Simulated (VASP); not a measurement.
Input:

```
CELL_PARAMETERS angstrom
      0.00000     1.96000     1.96000
      1.96000     0.00000     1.96000
      1.96000     1.96000     0.00000
ATOMIC_POSITIONS crystal
  Pt 0.00000 0.00000 0.00000
```

These are PBE GGA, VASP's PBE PAW potentials (set 64) (plane waves; VASP) values and carry that method's errors. Settings: 300 eV cut-off, 19×19×19 Γ-centred mesh, Gaussian smearing of 0.14 eV, potentials Pt.

At this cut-off the stress carries a Pulay error, which pulls relaxed volumes low.

### Question
Give the stress tensor in GPa (positive for a compressed cell).

### Answer

```
9.24  0.00  0.00
0.00  9.24  0.00
0.00  0.00  9.24
```
The pressure is its mean diagonal, 9.24 GPa.

The structure is a typed Pt crystal (Fm-3m). The cell was not relaxed at this level.
